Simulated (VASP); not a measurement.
Set up this calculation in VASP 6.6.1, as the native input.

```yaml
Task: relaxation of cell and atoms
Functional: PBE
Potentials_or_basis: VASP PAW PBE potentials, release 64 (Si, P)
Cutoff: 520 eV
k_mesh: 6 × 6 × 6
Occupations: gaussian, width 0.15 eV
Spin: no spin polarisation
Further_INCAR_settings: PREC = Normal; ALGO = Fast; EDIFF = 0.0001; IBRION = 2; EDIFFG = -0.08; NSW = 24; ISIF = 3
```

The structure of Si2P lies in POSCAR:

```
Si2P
1.0
   -2.3568243300      2.3568243300      2.2808610600
    2.3568243300     -2.3568243300      2.2808610600
    2.3568243300      2.3568243300     -2.2808610600
Si P
2 1
Direct
    0.7500000000      0.2500000000      0.5000000000
    0.2500000000      0.7500000000      0.5000000000
    0.0000000000      0.0000000000      0.0000000000
```

The cell was built by a generator and needn't be a form met in nature.

One way to write it, as run:

INCAR

```
SYSTEM = Si2P
  PREC = Normal
  ENCUT = 520
  EDIFF = 1E-4
  ISMEAR = 0
  SIGMA = 0.15
  LREAL = .False.
  LASPH = .True.
  NELM = 60
  ALGO = Fast
  ISIF = 3
  LWAVE = .False.
  LCHARG = .False.
  GGA = PE
  IBRION = 2
  NSW = 24
  EDIFFG = -0.08
```

KPOINTS

```
regular mesh
0
Gamma
  6 6 6
  0 0 0
```

Potentials or basis: VASP PAW PBE potentials, release 64 (Si, P).

The run is started by

```console
$ cat potpaw_PBE.64/Si/POTCAR potpaw_PBE.64/P/POTCAR > POTCAR
$ mpirun -np 1 vasp_std > vasp.out
```

It gave:

```
Relaxed volume                         : 16.53 Å³/atom
Relaxed cell                           : a = 4.018 Å, b = 4.018 Å, c = 4.018 Å, α = 112.28°, β = 112.28°, γ = 103.99°
Space group after relaxing (to 0.05 Å) : I4/mmm (No. 139)
Energy gained by relaxing              : 68.5 meV/atom
Ionic steps                            : 7
Pressure after relaxing                : 0.2 GPa
Band gap on the k mesh                 : none (metal or under the smearing width)
```

Wall time 13 s on 1 thread of AMD EPYC 9R45 96-Core Processor (Zen 5) (shared host), peak memory 0.11 GiB.
